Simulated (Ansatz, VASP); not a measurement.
**SiTe2: VASP beside Ansatz**

Wanted: the spread between two codes on one cell, functional and k mesh. The cell is taken from a series of runs on this material, whose earlier steps may have relaxed, scaled, displaced or heated it; both programs get it as it stands.

Calculated with Ansatz 0.2.0; plane waves, with VASP 6.6.1 beside it; PBEsol.

## 1. Set-up

The cell holds 3 atoms: 1 Si and 2 Te. Cell: a = 3.889 Å, b = 3.889 Å, c = 30.424 Å, α = 90.0°, β = 90.0°, γ = 120.0°. Vacuum lies along c.

## 2. VASP: zone-centre phonons, PBEsol

Second derivatives magnify differences that forces hide, and they need a tight electronic threshold.

Lines of VASP's logs that name or quote its potential files are left out, and so is its time.

Input file INCAR:

```
SYSTEM = SiTe2
PREC = Accurate
ENCUT = 500
EDIFF = 1E-08
NELM = 120
ISMEAR = 1
SIGMA = 0.2
LREAL = .FALSE.
ALGO = Normal
GGA = PS
NBANDS = 14
LORBIT = 11
LWAVE = .FALSE.
LCHARG = .FALSE.
ISIF = 2
IBRION = 8
LASPH = .TRUE.
GGA_COMPAT = .FALSE.
NELMDL = -8
KPAR = 2
```

Input file POSCAR:

```
SiTe2
1.0
    3.8891901260      0.0000000000      0.0000000000
   -1.9445950630      3.3681374493      0.0000000000
    0.0000000000      0.0000000000     30.4240000000
Si Te
1 2
Direct
    0.0000000000      0.0000000000      0.3286878780
    0.3333333333      0.6666666667      0.3806508528
    0.6666666667      0.3333333333      0.2767249032
```

Input file KPOINTS:

```
Automatic mesh
0
Gamma
15 15 1
0 0 0
```

PAW data sets: Si and Te (PBE family, release 64).

Run with:

```bash
> mpirun -np 2 vasp_std
```

Numbers of over 12 decimals in the logs are rounded to 6 here.

The log of the run:

```text
[banner, memory and clock lines left out]
running    2 mpi-ranks, on    1 nodes
 distrk:  each k-point on    1 cores,    2 groups
 distr:  one band on    1 cores,    1 groups

 POSCAR found type information on POSCAR SiTe
 POSCAR found :  2 types and       3 ions
|                                                                             |
|               ----> ADVICE to this user running VASP <----                  |
|                                                                             |
|     You enforced a specific xc type in the INCAR file but a different       |
|     [... a line on the potential file left out ...]
|     I HOPE YOU KNOW WHAT YOU ARE DOING!                                     |
|                                                                             |

 LDA part: xc-table for (Slater+PW92), standard interpolation
 POSCAR, INCAR and KPOINTS ok, starting setup
 FFT: planning ... GRIDC
 FFT: planning ... GRID_SOFT
 FFT: planning ... GRID
 WAVECAR not read
 entering main loop
       N       E                     dE             d eps       ncg     rms          rms(c)
DAV:   1     0.103811440298E+03    0.10381E+03   -0.42045E+03   756   0.725E+02
DAV:   2    -0.211983116321E+01   -0.10593E+03   -0.99906E+02  1302   0.122E+02
DAV:   3    -0.123406524148E+02   -0.10221E+02   -0.10018E+02  1020   0.479E+01
DAV:   4    -0.126377990342E+02   -0.29715E+00   -0.29650E+00   986   0.103E+01
DAV:   5    -0.126501673098E+02   -0.12368E-01   -0.12367E-01  1266   0.225E+00
DAV:   6    -0.126502588857E+02   -0.91576E-04   -0.91576E-04  1076   0.178E-01
DAV:   7    -0.126502636896E+02   -0.48039E-05   -0.48035E-05  1236   0.340E-02
DAV:   8    -0.126502637656E+02   -0.76002E-07   -0.75841E-07  1072   0.345E-03    0.837E+00
DAV:   9    -0.125864128596E+02    0.63851E-01   -0.38762E-02  1014   0.122E+00    0.468E+00
DAV:  10    -0.125582674580E+02    0.28145E-01   -0.55834E-02  1020   0.132E+00    0.341E-01
DAV:  11    -0.125582948554E+02   -0.27397E-04   -0.53318E-03   978   0.443E-01    0.279E-01
DAV:  12    -0.125582365246E+02    0.58331E-04   -0.49074E-04  1182   0.134E-01    0.132E-01
DAV:  13    -0.125580944901E+02    0.14203E-03   -0.37994E-04   996   0.113E-01    0.110E-01
DAV:  14    -0.125581386352E+02   -0.44145E-04   -0.41213E-05   924   0.389E-02    0.384E-02
[...]
DAV:  22    -0.125583537675E+02   -0.22020E-05   -0.29185E-08   964   0.513E-04    0.618E-04
DAV:  23    -0.125583554661E+02   -0.16987E-05   -0.13037E-08   904   0.345E-04    0.522E-04
DAV:  24    -0.125583562751E+02   -0.80896E-06   -0.12908E-08   866   0.299E-04    0.488E-04
DAV:  25    -0.125583567149E+02   -0.43975E-06   -0.19264E-09   810   0.193E-04    0.303E-04
DAV:  26    -0.125583568916E+02   -0.17673E-06   -0.38233E-10   720   0.959E-05    0.180E-04
DAV:  27    -0.125583570078E+02   -0.11617E-06    0.15984E-11   684   0.764E-05    0.307E-05
DAV:  28    -0.125583570264E+02   -0.18607E-07    0.77375E-10   780   0.346E-05    0.933E-06
DAV:  29    -0.125583570363E+02   -0.99027E-08    0.85560E-10   612   0.189E-05
   1 F= -.12558357E+02 E0= -.12558191E+02  d E =-.497156E-03
 Linear response reoptimize wavefunctions to high precision
DAV:   1    -0.125583570384E+02   -0.21055E-08    0.87282E-10   726   0.107E-05
DAV:   2    -0.125583570384E+02   -0.81855E-11    0.89033E-10   762   0.486E-06
 Linear response DOF=           4
 Linear response progress:
  Degree of freedom:   1/  4
       N       E                     dE             d eps       ncg     rms          rms(c)
RMM:   1    -0.191088942374E-01   -0.19109E-01    0.14469E-02  4399   0.843E-01
RMM:   2    -0.165333652269E-01    0.25755E-02   -0.14937E-03  2875   0.216E-01    0.938E-02
RMM:   3    -0.165535222497E-01   -0.20157E-04   -0.65300E-05  2852   0.514E-02    0.536E-02
RMM:   4    -0.165963868072E-01   -0.42865E-04   -0.18440E-05  2913   0.242E-02    0.490E-03
RMM:   5    -0.165889272044E-01    0.74596E-05   -0.99062E-07  3153   0.615E-03    0.208E-03
RMM:   6    -0.165816345545E-01    0.72926E-05   -0.15366E-07  3111   0.207E-03    0.704E-04
RMM:   7    -0.165825073789E-01   -0.87282E-06   -0.13646E-08  3089   0.773E-04    0.264E-04
RMM:   8    -0.165830719085E-01   -0.56453E-06   -0.40495E-09  3183   0.229E-04    0.459E-05
RMM:   9    -0.165831779569E-01   -0.10605E-06   -0.12413E-09  3022   0.125E-04    0.312E-05
RMM:  10    -0.165831730602E-01    0.48968E-08    0.10703E-09  3317   0.351E-05    0.338E-06
 first order change of Fermi-energy  -0.22376E-03
 force on displaced ion       1 direction 1 :  -3.453   0.000   0.000
 Linear response progress:
  Degree of freedom:   2/  4
       N       E                     dE             d eps       ncg     rms          rms(c)
RMM:   1    -0.326863542837E-01   -0.32686E-01    0.33997E-02  1934   0.936E-01
RMM:   2    -0.285957440896E-01    0.40906E-02   -0.24582E-03  1212   0.290E-01    0.149E-01
RMM:   3    -0.283857511673E-01    0.20999E-03   -0.28367E-04  1320   0.810E-02    0.793E-02
RMM:   4    -0.283010514754E-01    0.84700E-04   -0.65290E-05  1250   0.392E-02    0.312E-02
RMM:   5    -0.282828719993E-01    0.18179E-04   -0.10262E-05  1335   0.158E-02    0.794E-03
RMM:   6    -0.282868229935E-01   -0.39510E-05   -0.50801E-07  1312   0.452E-03    0.428E-03
RMM:   7    -0.282966177934E-01   -0.97948E-05   -0.39443E-07  1326   0.281E-03    0.352E-04
RMM:   8    -0.282958373405E-01    0.78045E-06   -0.29422E-08  1377   0.652E-04    0.353E-04
RMM:   9    -0.282949658444E-01    0.87150E-06   -0.31209E-08  1416   0.676E-04    0.134E-04
RMM:  10    -0.282952596353E-01   -0.29379E-06   -0.30543E-09  1404   0.140E-04    0.747E-05
RMM:  11    -0.282954238894E-01   -0.16425E-06   -0.18033E-08  1440   0.292E-04    0.268E-05
RMM:  12    -0.282954481758E-01   -0.24286E-07   -0.43618E-09  1501   0.224E-04    0.193E-05
RMM:  13    -0.282953773122E-01    0.70864E-07    0.11091E-07  1497   0.142E-04    0.836E-06
RMM:  14    -0.282954027909E-01   -0.25479E-07    0.10229E-07  1400   0.329E-05    0.970E-06
RMM:  15    -0.282953785014E-01    0.24290E-07    0.23429E-08  1422   0.166E-05    0.301E-06
RMM:  16    -0.282953800597E-01   -0.15583E-08    0.21558E-08  1369   0.910E-06    0.209E-06
 first order change of Fermi-energy   0.35768E-03
 force on displaced ion       1 direction 3 :  -0.000   0.000  -8.801
 Linear response progress:
  Degree of freedom:   3/  4
       N       E                     dE             d eps       ncg     rms          rms(c)
RMM:   1    -0.421379489037E-01   -0.42138E-01    0.39380E-02  7616   0.105E+00
RMM:   2    -0.418249521726E-01    0.31300E-03   -0.21906E-03  5103   0.286E-01    0.725E-02
RMM:   3    -0.418797849861E-01   -0.54833E-04   -0.14436E-04  5084   0.714E-02    0.514E-02
RMM:   4    -0.419494446290E-01   -0.69660E-04   -0.24673E-05  5322   0.293E-02    0.151E-02
RMM:   5    -0.419741889285E-01   -0.24744E-04   -0.20816E-06  5492   0.954E-03    0.383E-03
RMM:   6    -0.419686629805E-01    0.55259E-05   -0.45470E-07  5566   0.282E-03    0.556E-04
RMM:   7    -0.419679001076E-01    0.76287E-06   -0.51216E-08  5812   0.815E-04    0.252E-04
RMM:   8    -0.419686111483E-01   -0.71104E-06    0.53517E-09  5572   0.337E-04    0.549E-05
RMM:   9    -0.419686448024E-01   -0.33654E-07    0.19152E-08  5925   0.110E-04    0.205E-05
RMM:  10    -0.419686184902E-01    0.26312E-07   -0.66967E-09  5489   0.453E-05    0.610E-06
RMM:  11    -0.419686313878E-01   -0.12898E-07   -0.31687E-09  5929   0.177E-05    0.298E-06
RMM:  12    -0.419686510147E-01   -0.19627E-07   -0.24177E-09  5764   0.757E-06    0.934E-07
RMM:  13    -0.419686504691E-01    0.54565E-09    0.31361E-09  5064   0.344E-06    0.251E-07
 first order change of Fermi-energy   0.29180E-05
 force on displaced ion       2 direction 1 :  -2.197   0.001   0.001
 Linear response progress:
  Degree of freedom:   4/  4
       N       E                     dE             d eps       ncg     rms          rms(c)
RMM:   1    -0.783709187999E-01   -0.78371E-01    0.45391E-02  1782   0.110E+00
RMM:   2    -0.770376191946E-01    0.13333E-02   -0.26404E-03  1236   0.314E-01    0.902E-02
RMM:   3    -0.768942898683E-01    0.14333E-03   -0.22934E-04  1302   0.834E-02    0.676E-02
RMM:   4    -0.768269927548E-01    0.67297E-04   -0.37491E-05  1273   0.306E-02    0.393E-02
RMM:   5    -0.767879583239E-01    0.39034E-04   -0.19175E-05  1316   0.223E-02    0.103E-02
RMM:   6    -0.767926047281E-01   -0.46464E-05   -0.14343E-06  1317   0.624E-03    0.802E-03
RMM:   7    -0.767961871660E-01   -0.35824E-05   -0.16125E-07  1342   0.303E-03    0.144E-03
RMM:   8    -0.767970534981E-01   -0.86633E-06   -0.30608E-08  1337   0.100E-03    0.131E-03
RMM:   9    -0.768004398508E-01   -0.33864E-05   -0.19352E-07  1396   0.129E-03    0.619E-04
RMM:  10    -0.768005004046E-01   -0.60554E-07   -0.27963E-09  1395   0.247E-04    0.283E-04
RMM:  11    -0.768032739300E-01   -0.27735E-05   -0.11044E-07  1395   0.704E-04    0.302E-04
RMM:  12    -0.768038822179E-01   -0.60829E-06   -0.29363E-08  1475   0.258E-04    0.230E-04
RMM:  13    -0.768039470787E-01   -0.64861E-07   -0.22947E-08  1473   0.313E-04    0.397E-05
RMM:  14    -0.768039911829E-01   -0.44104E-07   -0.12281E-07  1512   0.104E-04    0.541E-05
RMM:  15    -0.768040268697E-01   -0.35687E-07   -0.14644E-07  1492   0.112E-04    0.465E-05
RMM:  16    -0.768040428335E-01   -0.15964E-07   -0.11089E-07  1496   0.453E-05    0.227E-05
RMM:  17    -0.768040950066E-01   -0.52173E-07   -0.36942E-08  1482   0.425E-05    0.109E-05
RMM:  18    -0.768040981329E-01   -0.31263E-08   -0.37509E-08  1398   0.128E-05    0.900E-06
 first order change of Fermi-energy   0.10381E+01
 force on displaced ion       2 direction 3 :   0.000   0.000  -6.835
 Linear response finished
```

OUTCAR, selected parts (step 2):

```text
ion  position               nearest neighbor table
   1  0.000  0.000  0.329-   3 2.75   2 2.75   3 2.75   2 2.75   3 2.75   2 2.75
   2  0.333  0.667  0.381-   1 2.75   1 2.75   1 2.75
   3  0.667  0.333  0.277-   1 2.75   1 2.75   1 2.75

  LATTYP: Found a hexagonal cell.
 ALAT       =     3.8891901260
 C/A-ratio  =     7.8227083311

 Subroutine GETGRP returns: Found 12 space group operations
 (whereof  6 operations were pure point group operations)

The static configuration has the point symmetry C_3v.
 The point group associated with its full space group is D_3d.

 Found     27 irreducible k-points:

   k-points           NKPTS =     27   k-points in BZ     NKDIM =     27   number of bands    NBANDS=     14

   dimension x,y,z NGX =    28 NGY =   28 NGZ =  224
   dimension x,y,z NGXF=    56 NGYF=   56 NGZF=  448

   ENCUT  =  500.0 eV  36.75 Ry    6.06 a.u.   7.09  7.09 55.47*2*pi/ulx,y,z

   NELECT =      16.0000    total number of electrons

 k-points in reciprocal lattice and weights: Automatic mesh
   0.00000000  0.00000000  0.00000000       0.004
   0.06666667 -0.00000000  0.00000000       0.027
   0.13333333  0.00000000  0.00000000       0.027
   0.20000000  0.00000000  0.00000000       0.027
   0.26666667  0.00000000  0.00000000       0.027
   0.33333333 -0.00000000  0.00000000       0.027
   0.40000000  0.00000000  0.00000000       0.027
   0.46666667  0.00000000  0.00000000       0.027
   0.06666667  0.06666667  0.00000000       0.027
[...]
0.33333333  0.26666667  0.00000000       0.053
   0.33333333  0.33333333  0.00000000       0.009

 average (electrostatic) potential at core
       1 -92.6674       2 -96.7139       3 -96.7139

  Total       -2.5584117     -2.5584117      0.0861035     -0.0000000      0.0000000      0.0000000
  in kB      -10.2852704    -10.2852704      0.3461514     -0.0000000      0.0000000      0.0000000
  external PRESSURE =      -6.7414631 kB  Pullay stress =       0.0000000 kB

  energy-cutoff  :      500.00
  volume of cell :      398.53
      direct lattice vectors                 reciprocal lattice vectors
     3.889190126  0.000000000  0.000000000     0.257122940  0.148449999  0.000000000
    -1.944595063  3.368137449  0.000000000     0.000000000  0.296899997  0.000000000
     0.000000000  0.000000000 30.424000000     0.000000000  0.000000000  0.032868788

 POSITION                                       TOTAL-FORCE (eV/Angst)
 -----------------------------------------------------------------------------------
      0.00000      0.00000     10.00000         0.000000      0.000000     -0.000000
     -0.00000      2.24542     11.58092        -0.000000      0.000000      0.028282
      1.94460      1.12271      8.41908        -0.000000     -0.000000     -0.028282
 -----------------------------------------------------------------------------------
    total drift:                               -0.000000      0.000000     -0.000006

 Eigenvectors and eigenvalues of the dynamical matrix
 ----------------------------------------------------

   1 f  =    9.220241 THz    57.932481 2PiTHz  307.554125 cm-1    38.131834 meV
             X         Y         Z           dx          dy          dz
      0.000000  0.000000 10.000000    -0.000000   -0.000000    0.949159
     -0.000000  2.245425 11.580922     0.000000    0.000000   -0.222595
      1.944595  1.122712  8.419078     0.000000    0.000000   -0.222595

   2 f  =    5.776023 THz    36.291824 2PiTHz  192.667396 cm-1    23.887702 meV
             X         Y         Z           dx          dy          dz
      0.000000  0.000000 10.000000     0.000014   -0.948978    0.000000
     -0.000000  2.245425 11.580922    -0.000003    0.222981   -0.000000
      1.944595  1.122712  8.419078    -0.000003    0.222981    0.000000

   3 f  =    5.776023 THz    36.291824 2PiTHz  192.667396 cm-1    23.887702 meV
             X         Y         Z           dx          dy          dz
      0.000000  0.000000 10.000000     0.948978    0.000014    0.000000
     -0.000000  2.245425 11.580922    -0.222981   -0.000003    0.000000
      1.944595  1.122712  8.419078    -0.222981   -0.000003   -0.000000

   4 f  =    4.213861 THz    26.476467 2PiTHz  140.559261 cm-1    17.427119 meV
             X         Y         Z           dx          dy          dz
      0.000000  0.000000 10.000000     0.000000    0.000000   -0.000000
     -0.000000  2.245425 11.580922    -0.000000   -0.000000   -0.707107
      1.944595  1.122712  8.419078     0.000000    0.000000    0.707107

   5 f  =    2.257778 THz    14.186038 2PiTHz   75.311368 cm-1     9.337415 meV
             X         Y         Z           dx          dy          dz
      0.000000  0.000000 10.000000     0.000000    0.000000    0.000000
     -0.000000  2.245425 11.580922    -0.000002   -0.707107    0.000000
      1.944595  1.122712  8.419078     0.000002    0.707107   -0.000000

   6 f  =    2.257778 THz    14.186038 2PiTHz   75.311368 cm-1     9.337415 meV
             X         Y         Z           dx          dy          dz
      0.000000  0.000000 10.000000     0.000000   -0.000000   -0.000000
     -0.000000  2.245425 11.580922    -0.707107    0.000002   -0.000000
      1.944595  1.122712  8.419078     0.707107   -0.000002   -0.000000

   7 f/i=    0.000666 THz     0.004182 2PiTHz    0.022201 cm-1     0.002753 meV
             X         Y         Z           dx          dy          dz
      0.000000  0.000000 10.000000    -0.000000   -0.000000    0.314797
     -0.000000  2.245425 11.580922    -0.000000   -0.000000    0.671157
      1.944595  1.122712  8.419078    -0.000000   -0.000000    0.671157

   8 f/i=    0.002901 THz     0.018225 2PiTHz    0.096753 cm-1     0.011996 meV
             X         Y         Z           dx          dy          dz
      0.000000  0.000000 10.000000    -0.000658   -0.315342   -0.000000
     -0.000000  2.245425 11.580922    -0.001400   -0.671027   -0.000000
      1.944595  1.122712  8.419078    -0.001400   -0.671027   -0.000000

   9 f/i=    0.002901 THz     0.018225 2PiTHz    0.096753 cm-1     0.011996 meV
             X         Y         Z           dx          dy          dz
      0.000000  0.000000 10.000000     0.315342   -0.000658    0.000000
     -0.000000  2.245425 11.580922     0.671027   -0.001400    0.000000
      1.944595  1.122712  8.419078     0.671027   -0.001400    0.000000

 ELASTIC MODULI CONTR FROM IONIC RELAXATION (kBar)
 Direction    XX          YY          ZZ          XY          YZ          ZX
 --------------------------------------------------------------------------------
 XX         -18.8334    -14.0072    -55.2313      0.0000      7.1054     -0.0000
 YY         -14.0072    -18.8334    -55.2313     -0.0000     -7.1054      0.0000
 ZZ         -55.2313    -55.2313   -185.7755      0.0000      0.0000     -0.0000
 XY           0.0000     -0.0000      0.0000     -2.4131     -0.0000     13.3321
 YZ           7.1054     -7.1054      0.0000     -0.0000    -20.9221      0.0000
 ZX          -0.0000      0.0000     -0.0000     13.3321      0.0000    -73.6591
 --------------------------------------------------------------------------------
```

(Part 1 of 2 ends here.)

[Lines on the potential files, build, host, timing and source positions are cut from VASP's logs without a mark.]

[Logs are printed without paths, hosts, clocks, repeated set-up lines and the standing remarks that a program may print on its own settings, such as how far it seeks lower states.]

[Hosts, paths, dates, database ids (printed as entryN), source tags and the programs' standing remarks are cut or masked in the printed files.]
